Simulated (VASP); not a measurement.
A run of VASP 6.6.1 is set up as follows.

INCAR

```
  PREC = Accurate
  ENCUT = 520
  EDIFF = 1E-7
  ISMEAR = -1
  SIGMA = 0.05
  LREAL = False
  LASPH = True
  NELM = 100
  ALGO = Normal
  ISIF = 2
  LWAVE = False
  LCHARG = False
  GGA = PE
  NBANDS = 29
```

KPOINTS

```
regular mesh
0
Gamma
  7 7 6
```

File POSCAR:

```
InOs
1.0
    1.9352684800     -5.3094379800      0.0000000000
    1.9352684800      5.3094379800      0.0000000000
    0.0000000000      0.0000000000      4.3243877000
In Os
2 2
Direct
    0.8600000100      0.1399999900      0.2500000000
    0.1399999900      0.8600000100      0.7500000000
    0.5720000100      0.4279999900      0.2500000000
    0.4279999900      0.5720000100      0.7500000000
```

Potentials or basis: VASP PAW PBE potentials, release 64 (In_d, Os).

Run with:

```console
$ cat potpaw_PBE.64/In_d/POTCAR potpaw_PBE.64/Os/POTCAR > POTCAR
$ mpirun -np 1 vasp_std > vasp.out
```

Question: Estimate the band gap on the k mesh.

Answer: None (metal or under the smearing width).

Question: Predict the largest force.

Answer: 1.782 eV/Å.

Forces in eV/Å, atoms in the order of the input:
```
In   0.000  0.299  0.000
In   0.000 -0.299  0.000
Os   0.000  1.782  0.000
Os   0.000 -1.782  0.000
```

Caveat: forces of over 1 eV/Å show positions far from the minimum, so gaps and moduli don't describe the material at rest. The run has no spin-orbit coupling, so splittings on Os are missing.
